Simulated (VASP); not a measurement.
Given:

```
CsBr
1.0
    4.27077     0.00000     0.00000
    0.00000     4.27077     0.00000
    0.00000     0.00000     4.27077
Cs Br
1 1
Cartesian
  0.00000   0.00000   0.00000
  2.13538   2.13538   2.13538
```

Calculation: r2SCAN+rVV10, VASP's PBE PAW potentials (set 64) (plane waves; VASP). Run with 520 eV cut-off, 7×7×7 Γ-centred mesh, tetrahedra with Blöchl corrections, potentials Cs_sv Br.

Unless said otherwise, spin-orbit coupling is left out, though it shifts the bands of the heavy elements here.

Problem. Give the energies of bands 3 to 11 at the high-symmetry points, in eV from the valence-band maximum.

Solution. 
```csv
band,Γ,X,M,R
3,-6.49,-6.87,-7.11,-6.91
4,-6.49,-6.37,-7.11,-6.91
5,-6.49,-6.37,-6.30,-6.91
6,0.00,-1.35,-0.59,-1.22
7,0.00,-0.22,-0.59,-1.22
8,0.00,-0.22,-0.01,-1.22
9,5.25,6.38,5.79,9.03
10,5.32,7.96,6.08,9.03
11,5.32,8.50,7.84,9.03
```

The gap is direct, 5.25 eV, from the valence maximum at Γ to the conduction minimum at Γ.

Measured: gap 7.30 eV (computed value off by -2.05 eV), as given by Aguado et al., (1998), arXiv:cond-mat/9809176.

The compound is CsBr in the CsCl type structure. It was relaxed first.
